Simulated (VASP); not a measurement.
Here is the system:

```xyz
9
Lattice="3.1843 0.0000 0.0000 -1.5921 2.7577 0.0000 0.0000 0.0000 27.8940" Properties=species:S:1:pos:R:3 pbc="T T T"
Mo     1.5364     0.9542     9.9334
Mo    -0.0257     1.8784    16.3830
Mo     0.0550     0.0103    22.9067
S     -0.0240     1.7959     5.0536
S     -0.0638     0.0480     8.4118
S      0.0417     0.0063    11.5063
S      1.6092     0.9517    14.7959
S      1.6077     0.8662    17.9400
S      0.0400     1.7621    21.3309
```

The numbers are results of LDA (Ceperley-Alder, Perdew-Zunger), VASP's LDA PAW potentials (set 64) (plane waves; VASP 6.6.1), not measurements. Settings: 300 eV cut-off, 5×5×1 Γ-centred mesh, Gaussian smearing of 0.14 eV, potentials Mo_sv S.

The cell holds a wide vacuum, so values per volume refer to the whole cell.

Question: Estimate the energy per atom (σ→0), largest force, band gap (on the k-mesh) with the smallest direct gap where there is one.

Answer: 
band gap (on the k-mesh): none (metal, semimetal or under 0.01 eV)
energy per atom (σ→0): -7.450 eV/atom
largest force: 1.849 eV/Å

Only differences to runs with the same potentials and settings are physical.

The cell is a sheet with vacuum, built from a database entry that may be metastable or hypothetical.
